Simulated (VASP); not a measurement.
All values below come from PBE GGA, VASP's PBE PAW potentials (set 64) (plane waves; VASP 6.6.1).

Input for VASP

**POSCAR**
```
CrO2
1
    4.4471878917     0.0000000000     0.0000000000
    0.0000000000     4.4471878917     0.0000000000
    0.0000000000     0.0000000000     2.9256424978
Cr O
2 4
Direct
  1.0000000000   0.0000000000   0.0000000000
  0.5000000000   0.5000000000   0.5000000000
  0.3036594450   0.3036594450   0.0000000000
  0.8036594450   0.1963405550   0.5000000000
  0.1963405550   0.8036594450   0.5000000000
  0.6963405550   0.6963405550   1.0000000000
```

### KPOINTS
```
Automatic mesh
0
Gamma
6 6 9
0 0 0
```

INCAR:
```
SYSTEM  =  CrO2
PREC  =  Accurate; ENCUT  =  530; LREAL  =  F
LASPH  =  T
EDIFF  =  1E-6; NELM  =  100; ALGO  =  Normal
LMAXMIX  =  4
ISMEAR  =  1; SIGMA  =  0.1
GGA  =  PE
MAGMOM  =  2*2.5 4*0.0
ISPIN  =  2
IBRION  =  2; NSW  =  60; ISIF  =  3
EDIFFG  =  -0.02
LWAVE  =  F; LCHARG  =  F; LORBIT  =  10
```

POTCAR, in this order: Cr_pv O (PBE.64 set). Program: vasp_std.

The resulting files:

File OUTCAR:
```
 ion  position               nearest neighbor table
   1  0.000  0.000  0.000-   3 1.91   6 1.91   5 1.91   4 1.91   4 1.91   5 1.91
   2  0.500  0.500  0.500-   4 1.91   5 1.91   3 1.91   6 1.91   3 1.91   6 1.91
   3  0.304  0.304  0.000-   1 1.91   2 1.91   2 1.91
   4  0.804  0.196  0.500-   2 1.91   1 1.91   1 1.91
   5  0.196  0.804  0.500-   2 1.91   1 1.91   1 1.91
   6  0.696  0.696  0.000-   1 1.91   2 1.91   2 1.91
  LATTYP: Found a simple tetragonal cell.
 ALAT       =     4.4471878917
 C/A-ratio  =     0.6578634789
 Subroutine PRICEL returns:
 Original cell was already a primitive cell.
 Subroutine GETGRP returns: Found 16 space group operations
The static configuration has the point symmetry D_2h.
 The point group associated with its full space group is D_4h.
The dynamic configuration has the point symmetry D_2h.
The overall configuration has the point symmetry D_2h.
 Subroutine INISYM returns: Found 16 space group operations
 Subroutine IBZKPT returns following result:
 Found     50 irreducible k-points:

 Following reciprocal coordinates:
            Coordinates               Weight
  0.000000  0.000000  0.000000      1.000000
  0.166667  0.000000  0.000000      4.000000
...
```

File OSZICAR:
```
       N       E                     dE             d eps       ncg     rms          rms(c)
DAV:   1     0.613650234953E+03    0.61365E+03   -0.26815E+04  6200   0.175E+03
DAV:   2    -0.218765393043E+01   -0.61584E+03   -0.57247E+03  6862   0.516E+02
DAV:   3    -0.647958755828E+02   -0.62608E+02   -0.61115E+02  7008   0.168E+02
DAV:   4    -0.662876157309E+02   -0.14917E+01   -0.14591E+01  7496   0.253E+01
DAV:   5    -0.663219072456E+02   -0.34292E-01   -0.34218E-01  7645   0.380E+00    0.408E+01
DAV:   6    -0.586688398767E+02    0.76531E+01   -0.13185E+02  7001   0.983E+01    0.404E+01
DAV:   7    -0.529663475461E+02    0.57025E+01   -0.87967E+01  7292   0.101E+02    0.186E+01
DAV:   8    -0.508781110107E+02    0.20882E+01   -0.66254E+00  6787   0.228E+01    0.770E+00
DAV:   9    -0.503316871670E+02    0.54642E+00   -0.18134E+00  7916   0.127E+01    0.247E+00
DAV:  10    -0.503568665602E+02   -0.25179E-01   -0.20113E-01  6869   0.364E+00    0.149E+00
DAV:  11    -0.503583402628E+02   -0.14737E-02   -0.36293E-02  7846   0.198E+00    0.678E-01
DAV:  12    -0.503563402459E+02    0.20000E-02   -0.73067E-03  8817   0.758E-01    0.308E-01
DAV:  13    -0.503560668138E+02    0.27343E-03   -0.99410E-04  7618   0.344E-01    0.120E-01
DAV:  14    -0.503560250419E+02    0.41772E-04   -0.37810E-04  7696   0.186E-01    0.538E-02
DAV:  15    -0.503560338635E+02   -0.88216E-05   -0.56266E-05  7590   0.599E-02    0.352E-02
DAV:  16    -0.503560258655E+02    0.79980E-05   -0.19331E-05  8206   0.426E-02    0.120E-02
DAV:  17    -0.503560253851E+02    0.48044E-06   -0.25972E-06  5051   0.147E-02
   1 F= -.50356025E+02 E0= -.50356135E+02  d E =-.503560E+02  mag=     4.0000
```

OUTCAR:
```
------------------------ aborting loop because EDIFF is reached ----------------------------------------
  FORCE on cell =-STRESS in cart. coord.  units (eV):
  Direction    XX          YY          ZZ          XY          YZ          ZX
  --------------------------------------------------------------------------------------
  Total       -0.0208652     -0.0208652     -0.0261721      0.0000000      0.0000000      0.0000000
  in kB       -0.5777515     -0.5777515     -0.7246973      0.0000000      0.0000000      0.0000000
  external PRESSURE =      -0.6267334 kB  Pullay stress =       0.0000000 kB
  volume of cell :       57.86
      direct lattice vectors                 reciprocal lattice vectors
     4.447187892  0.000000000  0.000000000     0.224861199  0.000000000  0.000000000
     0.000000000  4.447187892  0.000000000     0.000000000  0.224861199  0.000000000
     0.000000000  0.000000000  2.925642498     0.000000000  0.000000000  0.341805262
 POSITION                                       TOTAL-FORCE (eV/Angst)
 -----------------------------------------------------------------------------------
      0.00000      0.00000      0.00000         0.000000      0.000000     -0.000000
      2.22359      2.22359      1.46282         0.000000      0.000000     -0.000000
      1.35043      1.35043      0.00000        -0.012341     -0.012341     -0.000000
      3.57402      0.87316      1.46282        -0.012341      0.012341      0.000000
      0.87316      3.57402      1.46282         0.012341     -0.012341     -0.000000
      3.09676      3.09676      0.00000         0.012341      0.012341      0.000000
 -----------------------------------------------------------------------------------
    total drift:                                0.000000      0.000000      0.000000
  FREE ENERGIE OF THE ION-ELECTRON SYSTEM (eV)
  ---------------------------------------------------
  free  energy   TOTEN  =       -50.3560253851 eV

  energy  without entropy=      -50.3563544313  energy(sigma->0) =      -50.35613507

 total charge

# of ion       s       p       d       tot
------------------------------------------
    1        0.361   6.452   4.011  10.824
    2        0.361   6.452   4.011  10.824
    3        1.571   3.456   0.000   5.027
    4        1.571   3.456   0.000   5.027
    5        1.571   3.456   0.000   5.027
    6        1.571   3.456   0.000   5.027
--------------------------------------------------
tot          7.006  26.730   8.022  41.757

 magnetization (x)

# of ion       s       p       d       tot
------------------------------------------
    1        0.024   0.032   2.053   2.109
    2        0.024   0.032   2.053   2.109
    3       -0.003  -0.077   0.000  -0.080
    4       -0.003  -0.077   0.000  -0.080
    5       -0.003  -0.077   0.000  -0.080
    6       -0.003  -0.077   0.000  -0.080
--------------------------------------------------
tot          0.038  -0.244   4.107   3.901

 reached required accuracy - stopping structural energy minimisation
```
(Selected blocks of OUTCAR.)

The moments were started parallel, and other spin orders were not tried in this run.

The compound is CrO2 in the rutile structure. It was relaxed first. The start is the result of an earlier pass.
